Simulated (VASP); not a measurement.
Consider the following.

```xyz
3
Lattice="1.5817 -2.7672 0.0000 1.5817 2.7672 0.0000 0.0000 0.0000 3.5392" Properties=species:S:1:pos:R:3 pbc="T T T"
Zr     0.0000     0.0000     0.0000
B      1.5817     0.9224     1.7696
B      1.6733    -0.9224     1.7696
```

These are PBE GGA, VASP's PBE PAW potentials (set 64) (plane waves; VASP) values and carry that method's errors. Settings: 520 eV cut-off, 10×10×8 Γ-centred mesh, Fermi-Dirac smearing of 0.050 eV, potentials Zr_sv B.

**Question.** Give the force on each atom (eV/Å).

**Answer.** 
```tsv
atom	Fx	Fy	Fz
Zr1	0.598	0.032	0.000
B2	0.784	-0.110	0.000
B3	-1.382	0.077	0.000
```

**Question.** Give the stress tensor in GPa (positive for a compressed cell).

**Answer.** 
```
 2.53   0.78   0.00
 0.78  -3.30   0.00
 0.00   0.00   0.41
```
The pressure is its mean diagonal, -0.12 GPa.

The compound is ZrB2 in the AlB2 type structure. The cell was not relaxed at this level, atoms are displaced from their ideal sites. The run is one of a series of settings (ISMEAR = -1, SIGMA = 0.05 against the base run), some of them coarse on purpose.
